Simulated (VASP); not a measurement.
An input for Quantum ESPRESSO's pw.x (written as the equivalent of a VASP run, and not itself run):

```
&CONTROL
  calculation = 'vc-relax'
  pseudo_dir = './pseudo'
  outdir = './out'
  tprnfor = .true.
  tstress = .true.
  nstep = 60
  forc_conv_thr = 0.00039
/
&SYSTEM
  ibrav = 0
  nat = 2
  ntyp = 2
  ecutwfc = 80
  occupations = 'smearing'
  smearing = 'methfessel-paxton'
  degauss = 0.00735
  input_dft = 'pbesol'
/
&ELECTRONS
  conv_thr = 7.3e-08
  electron_maxstep = 100
/
&IONS
/
&CELL
/
ATOMIC_SPECIES
  Ga 69.723 Ga.upf
  Sb 121.760 Sb.upf
CELL_PARAMETERS angstrom
     0.0000000    3.0544226    3.0544226
     3.0544226    0.0000000    3.0544226
     3.0544226    3.0544226    0.0000000
ATOMIC_POSITIONS crystal
  Ga   0.0000000  0.0000000  0.0000000
  Sb   0.2500000  0.2500000  0.2500000
K_POINTS automatic
  9 9 9 0 0 0
```

Write the VASP files for the same calculation (PBEsol).

Several could match; the one computed here: 
File POSCAR:
```
GaSb
1
    0.0000000000     3.0544226441     3.0544226441
    3.0544226441     0.0000000000     3.0544226441
    3.0544226441     3.0544226441     0.0000000000
Ga Sb
1 1
Direct
  0.0000000000   0.0000000000   0.0000000000
  0.2500000000   0.2500000000   0.2500000000
```

**KPOINTS**
```
Automatic mesh
0
Gamma
9 9 9
0 0 0
```

### INCAR
```
! general
SYSTEM   =  GaSb
PREC     =  Accurate
ENCUT    =  400
LREAL    =  .FALSE.
LASPH    =  .TRUE.

! electronic loop
EDIFF    =  1E-6
NELM     =  100
ALGO     =  Normal
LMAXMIX  =  4

! smearing
ISMEAR   =  1
SIGMA    =  0.1

! functional
GGA      =  PS

! ions
IBRION   =  2
NSW      =  60
ISIF     =  3
EDIFFG   =  -0.01

! output
LWAVE    =  .FALSE.
LCHARG   =  .FALSE.
```

POTCAR, in this order: Ga_d Sb (PBE.64 set). Program: vasp_std.

What does not carry over: the potentials are each code's own (VASP's PAW set, PseudoDojo norm-conserving files in pw.x), so ENCUT and ecutwfc are chosen apart and not converted; conv_thr bounds pw.x's estimated SCF error, while EDIFF bounds the energy change between steps; forc_conv_thr acts on force components and is met together with etot_conv_thr.

The compound is GaSb in the zinc blende structure. It was relaxed first. The start is the result of an earlier pass.
